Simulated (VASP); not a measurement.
# A VASP study of P (optB86b-vdW): structure first, properties next, part 3 of 4

Aim: relax P, then compute properties on the relaxed cell. The start is a computed cell from the Materials Project.

VASP 6.6.1; optB86b-vdW; plane waves and PAW (P).

So far. Step 5 (Band structure (optB86b-vdW)): There is no gap at this level. Step 5 (Band structure (optB86b-vdW)): Of the bands kept, 2 cross the Fermi level on this path.

The starting crystal is not the ambient structure of P (space group No. 64); it is a model or a phase of other conditions.

### 6. Total and projected DOS (optB86b-vdW)

A density of states needs more k-points than a total energy, and tetrahedra (ISMEAR = -5) or a smearing that fits the mesh; LORBIT projects the states on the PAW spheres. The mesh is finer than in the run before.

INCAR

```
SYSTEM = P
PREC = Accurate
ENCUT = 400
EDIFF = 1E-06
NELM = 100
ISMEAR = -5
SIGMA = 0.05
LREAL = .FALSE.
ALGO = Normal
GGA = MK
AGGAC = 0
LUSE_VDW = .TRUE.
PARAM1 = 0.1234
PARAM2 = 1
LASPH = .TRUE.
NBANDS = 17
LORBIT = 11
LWAVE = .FALSE.
LCHARG = .FALSE.
KPAR = 2
NEDOS = 2001
```

POSCAR

```
P
1.0
    1.7428677337      1.0062451552      3.1147960101
   -1.7428677337      1.0062451552      3.1147960101
    0.0000000000     -2.0124903103      3.1147960101
P
2
Direct
    0.2278083141      0.2278083141      0.2278083141
    0.7721916859      0.7721916859      0.7721916859
```

KPOINTS

```
Automatic mesh
0
Gamma
11 11 11
0 0 0
```

Potentials, in the order of the species: P (PBE family, release 64).

Command:

```bash
$ mpirun -np 2 vasp_std
```

What it wrote:

```text
[... set-up lines as in an earlier step ...]
 entering main loop
       N       E                     dE             d eps       ncg     rms          rms(c)
DAV:   1     0.196313276655E+02    0.19631E+02   -0.36472E+03  4964   0.410E+02
DAV:   2    -0.734067355984E+01   -0.26972E+02   -0.25772E+02  6659   0.879E+01
DAV:   3    -0.820089367897E+01   -0.86022E+00   -0.85796E+00  6005   0.139E+01
DAV:   4    -0.820465855761E+01   -0.37649E-02   -0.37679E-02  6621   0.113E+00
DAV:   5    -0.820467801237E+01   -0.19455E-04   -0.19465E-04  6183   0.803E-02    0.637E+00
DAV:   6    -0.819812510645E+01    0.65529E-02   -0.65682E-03  6220   0.360E-01    0.384E+00
DAV:   7    -0.819581594108E+01    0.23092E-02   -0.14609E-02  5826   0.560E-01    0.121E-01
DAV:   8    -0.819591293885E+01   -0.96998E-04   -0.11950E-03  5890   0.138E-01    0.425E-02
DAV:   9    -0.819591892161E+01   -0.59828E-05   -0.48623E-05  6554   0.358E-02    0.254E-02
DAV:  10    -0.819592242751E+01   -0.35059E-05   -0.20184E-05  5818   0.218E-02    0.821E-03
DAV:  11    -0.819592526348E+01   -0.28360E-05   -0.40849E-06  6097   0.100E-02    0.405E-03
DAV:  12    -0.819592560379E+01   -0.34031E-06   -0.24218E-07  3475   0.246E-03
   1 F= -.81959256E+01 E0= -.81959256E+01  d E =0.000000E+00
 -----------------------------------------------------------------------------
|                                                                             |
|           W    W    AA    RRRRR   N    N  II  N    N   GGGG   !!!           |
|           W    W   A  A   R    R  NN   N  II  NN   N  G    G  !!!           |
|           W    W  A    A  R    R  N N  N  II  N N  N  G       !!!           |
|           W WW W  AAAAAA  RRRRR   N  N N  II  N  N N  G  GGG   !            |
|           WW  WW  A    A  R   R   N   NN  II  N   NN  G    G                |
|           W    W  A    A  R    R  N    N  II  N    N   GGGG   !!!           |
|                                                                             |
|     Tetrahedron method does not include variations of the Fermi             |
|     occupations, so forces and stress will be inaccurate. We suggest        |
|     using a different smearing scheme ISMEAR = 1 or 2 for metals in         |
|     relaxations.                                                            |
|                                                                             |
 -----------------------------------------------------------------------------
```

Wall time 15 s (2 MPI ranks of AMD EPYC 9R45, shared host); peak memory 0.52 GiB.

From OUTCAR (step 6):

```text
   k-points           NKPTS =    146   k-points in BZ     NKDIM =    146   number of bands    NBANDS=     17

   NELECT =      10.0000    total number of electrons

 E-fermi :   8.7777

 k-point     1 :       0.0000    0.0000    0.0000
  band No.  band energies     occupation
      1      -7.5773      2.00000
      2       5.0892      2.00000
      3       5.7321      2.00000
      4       5.8342      2.00000
      5       5.8342      2.00000
      6      10.1489      0.00000
      7      11.4157      0.00000
      8      11.4157      0.00000
      9      14.4813      0.00000
     10      14.4813      0.00000
    ...

Total vdW correction in eV:      0.9887498

  Total       -0.0457501     -0.0457501     -0.0408812      0.0000000     -0.0000000      0.0000000
  in kB       -2.2364223     -2.2364223     -1.9984139      0.0000000     -0.0000000      0.0000000
  external PRESSURE =      -2.1570861 kB  Pullay stress =       0.0000000 kB

 POSITION                                       TOTAL-FORCE (eV/Angst)
 -----------------------------------------------------------------------------------
      0.00000      0.00000      2.12873         0.000000      0.000000      0.067454
      0.00000      0.00000      7.21566         0.000000     -0.000000     -0.067454
 -----------------------------------------------------------------------------------
    total drift:                               -0.000000     -0.000000     -0.000000

  FREE ENERGIE OF THE ION-ELECTRON SYSTEM (eV)
  ---------------------------------------------------
  free  energy   TOTEN  =        -8.1959256038 eV

  energy  without entropy=       -8.1959256038  energy(sigma->0) =       -8.19592560

Total vdW correction in eV:      0.9887533

[... 6 parts as in an earlier step ...]

[... 10 further parts left out ...]
```

With tetrahedra the forces and stress of a metal are not exact derivatives of the energy.

Numbers from this step:

| Quantity | Value |
| --- | --- |
| SCF cycles | 12 |
| irreducible k-points | 146 |
| free energy (TOTEN) | -8.196 eV |
| Fermi energy | 8.778 eV |
| pressure | -0.2157 GPa |
| DOS at the Fermi level, one point of the energy grid | 0.1037 states/eV/cell |

The density of states has structure finer than the step of the table below, so its rows give means over 0.5 eV, whole bins alone (the curve runs from -12.0 to 7.02 eV). Peaks (eV: height): total -10.18: 0.952, -7.45: 1.02, -5.33: 1.20, 1.15: 1.94, 3.36: 1.29, 6.51: 1.67; P p -7.45: 0.319, -3.37: 0.492, 1.15: 0.611, 3.36: 0.467, 6.51: 0.480; P s -10.18: 0.417, 1.15: 0.147.

States under -12.0 eV and over 7.0 eV are left out. The density of states by energy, zero at the Fermi level; means over each step; values in states/eV/cell:

```csv
energy (eV),total,P p,P s
-11.5,0.248,0.0236,0.108
-11.0,0.564,0.0533,0.254
-10.5,0.690,0.0689,0.302
-10.0,0.803,0.0830,0.350
-9.5,0.480,0.0537,0.212
-9.0,0.343,0.0404,0.154
-8.5,0.258,0.0321,0.116
-8.0,0.189,0.0262,0.0837
-7.5,0.701,0.209,0.0862
-7.0,0.751,0.238,0.0771
-6.5,0.755,0.255,0.0625
-6.0,0.817,0.293,0.0506
-5.5,1.06,0.408,0.0473
-5.0,1.15,0.455,0.0455
-4.5,1.11,0.451,0.0448
-4.0,1.07,0.442,0.0486
-3.5,1.14,0.473,0.0576
-3.0,1.04,0.430,0.0622
-2.5,0.729,0.283,0.0638
-2.0,0.768,0.295,0.0795
-1.5,0.654,0.247,0.0707
-1.0,0.417,0.154,0.0466
-0.5,0.200,0.0703,0.0289
0.0,0.156,0.0484,0.0191
0.5,0.900,0.270,0.0808
1.0,1.70,0.533,0.135
1.5,1.66,0.532,0.117
2.0,1.23,0.420,0.0905
2.5,0.940,0.354,0.0676
3.0,1.13,0.425,0.0572
3.5,1.21,0.442,0.0505
4.0,0.933,0.351,0.0389
4.5,0.906,0.302,0.0315
5.0,0.989,0.329,0.0301
5.5,1.15,0.356,0.0297
6.0,1.16,0.342,0.0280
6.5,1.48,0.425,0.0309
```

Force by atom:

```csv
atom,x (eV/Å),y (eV/Å),z (eV/Å),size
P1,0.0000,0.0000,0.0675,0.0675
P2,0.0000,0.0000,-0.0675,0.0675
```

The finer mesh and the other smearing move the Fermi level by -0.07 eV from the 8×8×8 run, one measure of the sampling error in the zero of the bands above. Of the states within 0.3 eV of the Fermi level, the largest shares in the PAW spheres are P p 31 % and P s 12 %. The rest lies in smaller channels or between the spheres.

### 7. Volume scan with optB86b-vdW

An equation of state needs energies on both sides of the minimum, all on one mesh and cutoff.

Changes to INCAR since step 6:

```diff
@@ -5,3 +5,3 @@
 NELM = 100
-ISMEAR = -5
+ISMEAR = 0
 SIGMA = 0.05
@@ -15,3 +15,3 @@
 LASPH = .TRUE.
-NBANDS = 17
+NBANDS = 11
 LORBIT = 11
@@ -20,2 +20,2 @@
 KPAR = 2
-NEDOS = 2001
+ISIF = 2
```

POSCAR

```
P
1.0
    1.7072890213      0.9857037760      3.0512109030
   -1.7072890213      0.9857037760      3.0512109030
    0.0000000000     -1.9714075519      3.0512109030
P
2
Direct
    0.2278083141      0.2278083141      0.2278083141
    0.7721916859      0.7721916859      0.7721916859
```

KPOINTS

```
Automatic mesh
0
Gamma
8 8 8
0 0 0
```

Command:

```bash
$ mpirun -np 2 vasp_std
```

What it wrote:

```text
[... set-up lines as in an earlier step ...]
 entering main loop
       N       E                     dE             d eps       ncg     rms          rms(c)
DAV:   1     0.205690872220E+02    0.20569E+02   -0.39969E+03  1430   0.639E+02
DAV:   2    -0.725333738137E+01   -0.27822E+02   -0.26714E+02  1998   0.112E+02
DAV:   3    -0.817748800753E+01   -0.92415E+00   -0.91893E+00  1827   0.195E+01
DAV:   4    -0.818336584345E+01   -0.58778E-02   -0.58737E-02  1736   0.189E+00
DAV:   5    -0.818340970981E+01   -0.43866E-04   -0.43866E-04  1827   0.144E-01    0.705E+00
DAV:   6    -0.817086760773E+01    0.12542E-01   -0.12426E-02  1657   0.658E-01    0.423E+00
DAV:   7    -0.816645303111E+01    0.44146E-02   -0.23278E-02  1656   0.960E-01    0.130E-01
DAV:   8    -0.816643791752E+01    0.15114E-04   -0.17843E-03  1613   0.282E-01    0.539E-02
DAV:   9    -0.816645048957E+01   -0.12572E-04   -0.87864E-05  1728   0.668E-02    0.473E-02
DAV:  10    -0.816645817311E+01   -0.76835E-05   -0.10796E-05  1624   0.234E-02    0.124E-02
DAV:  11    -0.816646021259E+01   -0.20395E-05   -0.27544E-06  1589   0.127E-02    0.272E-03
DAV:  12    -0.816646031445E+01   -0.10186E-06   -0.18614E-07   844   0.302E-03
   1 F= -.81664603E+01 E0= -.81659888E+01  d E =-.943031E-03
```

Run time: 9.2 s. Hardware: 2 MPI ranks; peak memory 0.46 GiB; 18 s of CPU time.

Parts of OUTCAR (step 7):

```text
   ENCUT  =  400.0 eV  29.40 Ry    5.42 a.u.   5.92  5.92  5.92*2*pi/ulx,y,z

   NELECT =      10.0000    total number of electrons

 E-fermi :   9.7086

 k-point     1 :       0.0000    0.0000    0.0000
  band No.  band energies     occupation
      1      -7.3467      2.00000
      2       6.3882      2.00000
      3       6.4062      2.00000
      4       6.5691      2.00000
      5       6.5691      2.00000
      6      11.0444      0.00000
      7      12.3210      0.00000
      8      12.3210      0.00000
      9      15.3281      0.00000
     10      15.3281      0.00000
    ...

Total vdW correction in eV:      0.9286807

  Total        1.1445760      1.1445760      0.8078140      0.0000000      0.0000000     -0.0000000
  in kB       59.5221061     59.5221060     42.0092568      0.0000000      0.0000000     -0.0000000
  external PRESSURE =      53.6844896 kB  Pullay stress =       0.0000000 kB

 POSITION                                       TOTAL-FORCE (eV/Angst)
 -----------------------------------------------------------------------------------
      0.00000      0.00000      2.08527         0.000000      0.000000      0.418765
      0.00000      0.00000      7.06836         0.000000     -0.000000     -0.418765
 -----------------------------------------------------------------------------------
    total drift:                               -0.000000     -0.000000     -0.000000

  FREE ENERGIE OF THE ION-ELECTRON SYSTEM (eV)
  ---------------------------------------------------
  free  energy   TOTEN  =        -8.1664603145 eV

  energy  without entropy=       -8.1655172833  energy(sigma->0) =       -8.16598880

Total vdW correction in eV:      0.9286795

[... 3 parts as in an earlier step ...]

[... 13 further parts left out ...]
```

The scan keeps the cell's shape and the fractional positions fixed.

Numbers from this step:

| Quantity | Value |
| --- | --- |
| bands | 11 |
| irreducible k-points | 65 |
| free energy (TOTEN) | -8.166 eV |
| energy at zero smearing | -8.166 eV |
| Fermi energy | 9.709 eV |
| pressure | 5.368 GPa |

Force by atom:

```csv
atom,x (eV/Å),y (eV/Å),z (eV/Å),size
P1,0.000,0.000,0.419,0.419
P2,0.000,0.000,-0.419,0.419
```

The pressure here is 5.37 GPa.

### 8. Volume scan with optB86b-vdW (run 2)

INCAR is that of step 7.

POSCAR

```
P
1.0
    1.7193125795      0.9926455806      3.0726990117
   -1.7193125795      0.9926455806      3.0726990117
    0.0000000000     -1.9852911611      3.0726990117
P
2
Direct
    0.2278083141      0.2278083141      0.2278083141
    0.7721916859      0.7721916859      0.7721916859
```

KPOINTS is that of step 7.

Command:

```bash
$ mpirun -np 2 vasp_std
```

What it wrote:

```text
[... set-up lines as in an earlier step ...]
 entering main loop
       N       E                     dE             d eps       ncg     rms          rms(c)
DAV:   1     0.201614141047E+02    0.20161E+02   -0.39888E+03  1462   0.640E+02
DAV:   2    -0.722685440522E+01   -0.27388E+02   -0.26191E+02  1993   0.113E+02
DAV:   3    -0.819296921555E+01   -0.96611E+00   -0.96075E+00  1793   0.196E+01
DAV:   4    -0.819965595662E+01   -0.66867E-02   -0.66845E-02  1694   0.193E+00
DAV:   5    -0.819970999604E+01   -0.54039E-04   -0.54037E-04  1815   0.160E-01    0.686E+00
DAV:   6    -0.818876269462E+01    0.10947E-01   -0.11627E-02  1659   0.630E-01    0.411E+00
DAV:   7    -0.818487319000E+01    0.38895E-02   -0.21027E-02  1648   0.919E-01    0.117E-01
DAV:   8    -0.818490927219E+01   -0.36082E-04   -0.11288E-03  1646   0.230E-01    0.498E-02
DAV:   9    -0.818493776118E+01   -0.28489E-04   -0.74889E-05  1723   0.598E-02    0.421E-02
DAV:  10    -0.818494426315E+01   -0.65020E-05   -0.62734E-06  1606   0.174E-02    0.849E-03
DAV:  11    -0.818494585702E+01   -0.15939E-05   -0.21932E-06  1577   0.120E-02    0.359E-03
DAV:  12    -0.818494602332E+01   -0.16630E-06   -0.17701E-07   847   0.284E-03
   1 F= -.81849460E+01 E0= -.81846441E+01  d E =-.603901E-03
```

Run time: 9.2 s. Hardware: 2 MPI ranks; peak memory 0.47 GiB; 18 s of CPU time.

OUTCAR, selected parts (step 8):

```text
   ENCUT  =  400.0 eV  29.40 Ry    5.42 a.u.   5.97  5.97  5.97*2*pi/ulx,y,z

   NELECT =      10.0000    total number of electrons

 E-fermi :   9.3844

 k-point     1 :       0.0000    0.0000    0.0000
  band No.  band energies     occupation
      1      -7.4248      2.00000
      2       5.9413      2.00000
      3       6.1734      2.00000
      4       6.3163      2.00000
      5       6.3163      2.00000
      6      10.7366      0.00000
      7      12.0136      0.00000
      8      12.0136      0.00000
      9      15.0313      0.00000
     10      15.0313      0.00000
    ...

Total vdW correction in eV:      0.9492184

  Total        0.7627445      0.7627445      0.6000888      0.0000000      0.0000000      0.0000000
  in kB       38.8391159     38.8391159     30.5566509      0.0000000      0.0000000      0.0000000
  external PRESSURE =      36.0782943 kB  Pullay stress =       0.0000000 kB

 POSITION                                       TOTAL-FORCE (eV/Angst)
 -----------------------------------------------------------------------------------
      0.00000      0.00000      2.09996         0.000000      0.000000      0.243943
      0.00000      0.00000      7.11814         0.000000     -0.000000     -0.243943
 -----------------------------------------------------------------------------------
    total drift:                               -0.000000     -0.000000     -0.000000

  FREE ENERGIE OF THE ION-ELECTRON SYSTEM (eV)
  ---------------------------------------------------
  free  energy   TOTEN  =        -8.1849460233 eV

  energy  without entropy=       -8.1843421221  energy(sigma->0) =       -8.18464407

Total vdW correction in eV:      0.9492197

[... 3 parts as in an earlier step ...]

[... 13 further parts left out ...]
```

Numbers from this step:

```yaml
free_energy_toten: -8.185 eV
energy_at_zero_smearing: -8.185 eV
fermi_energy: 9.384 eV
pressure: 3.608 GPa
```

Force by atom:

```csv
atom,x (eV/Å),y (eV/Å),z (eV/Å),size
P1,0.000,0.000,0.244,0.244
P2,0.000,0.000,-0.244,0.244
```

The pressure falls from 5.37 to 3.61 GPa.

The run ends at a pressure of 3.61 GPa, with forces up to 0.24 eV/Å.

### 9. Volume scan with optB86b-vdW (run 3)

INCAR is that of step 8.

POSCAR

```
P
1.0
    1.7311702824      0.9994916285      3.0938907090
   -1.7311702824      0.9994916285      3.0938907090
    0.0000000000     -1.9989832569      3.0938907090
P
2
Direct
    0.2278083141      0.2278083141      0.2278083141
    0.7721916859      0.7721916859      0.7721916859
```

KPOINTS is that of step 8.

Command:

```bash
$ mpirun -np 2 vasp_std
```

What it wrote:

```text
[... set-up lines as in an earlier step ...]
 entering main loop
       N       E                     dE             d eps       ncg     rms          rms(c)
DAV:   1     0.207192623413E+02    0.20719E+02   -0.39929E+03  1438   0.636E+02
DAV:   2    -0.712028174800E+01   -0.27840E+02   -0.26448E+02  1953   0.110E+02
DAV:   3    -0.820149300212E+01   -0.10812E+01   -0.10759E+01  1799   0.207E+01
DAV:   4    -0.820883439516E+01   -0.73414E-02   -0.73401E-02  1715   0.212E+00
[...]
DAV:  10    -0.819631100595E+01   -0.86042E-05   -0.13450E-05  1613   0.260E-02    0.959E-03
DAV:  11    -0.819631275736E+01   -0.17514E-05   -0.22954E-06  1616   0.112E-02    0.431E-03
DAV:  12    -0.819631284639E+01   -0.89027E-07   -0.23573E-07   859   0.329E-03
   1 F= -.81963128E+01 E0= -.81960885E+01  d E =-.448689E-03
```

Elapsed: 9.2 s, on 2 MPI ranks; peak memory 0.47 GiB.

Parts of OUTCAR (step 9):

```text
  Total        0.4256294      0.4256294      0.3074897      0.0000000      0.0000000      0.0000000
  in kB       21.2308349     21.2308349     15.3379011      0.0000000      0.0000000      0.0000000
  external PRESSURE =      19.2665236 kB  Pullay stress =       0.0000000 kB

 POSITION                                       TOTAL-FORCE (eV/Angst)
 -----------------------------------------------------------------------------------
      0.00000      0.00000      2.11444         0.000000      0.000000      0.123023
      0.00000      0.00000      7.16723         0.000000     -0.000000     -0.123023
 -----------------------------------------------------------------------------------
    total drift:                               -0.000000     -0.000000     -0.000000

  FREE ENERGIE OF THE ION-ELECTRON SYSTEM (eV)
  ---------------------------------------------------
  free  energy   TOTEN  =        -8.1963128464 eV

  energy  without entropy=       -8.1958641578  energy(sigma->0) =       -8.19608850

[... 1 part as in an earlier step ...]

[... 2 further parts left out ...]
[key lines of the parts left out:]
E-fermi :   9.1114
```

The pressure falls from 3.61 to 1.93 GPa.

The run ends at a pressure of 1.93 GPa, with forces up to 0.12 eV/Å.

### 10. Volume scan with optB86b-vdW (run 4)

INCAR is that of step 9.

POSCAR

```
P
1.0
    1.7428677337      1.0062451552      3.1147960101
   -1.7428677337      1.0062451552      3.1147960101
    0.0000000000     -2.0124903103      3.1147960101
P
2
Direct
    0.2278083141      0.2278083141      0.2278083141
    0.7721916859      0.7721916859      0.7721916859
```

KPOINTS is that of step 9.

Command:

```bash
$ mpirun -np 2 vasp_std
```

What it wrote:

```text
[... set-up lines as in an earlier step ...]
 entering main loop
       N       E                     dE             d eps       ncg     rms          rms(c)
[... 11 cycles as in an earlier step ...]
   1 F= -.82003473E+01 E0= -.82002325E+01  d E =-.229747E-03
```

Run time: 8.4 s. Hardware: 2 MPI ranks; peak memory 0.47 GiB.

From OUTCAR (step 10):

```text
[... 6 parts as in an earlier step ...]

[... 1 further part left out ...]
[key lines of the parts left out:]
E-fermi :   8.8450
```

The pressure falls from 1.93 to 0.00 GPa.

The run ends at a pressure of 0.00 GPa, with forces up to 0.0032 eV/Å.

(Continued in part 4 of 4.)

[Lines on the potential files, build, host, timing and source positions are cut from VASP's logs without a mark.]

[Logs are printed without paths, hosts, clocks, repeated set-up lines and the standing remarks that a program may print on its own settings, such as how far it seeks lower states.]

[Hosts, paths, dates, database ids (printed as entryN), source tags and the programs' standing remarks are cut or masked in the printed files.]

[A measured line is paired with the nearest computed mode of its activity, which favours agreement.]

[In band tables of VASP the shares of atoms and orbitals are scaled to a sum of 1 inside the atoms' spheres.]
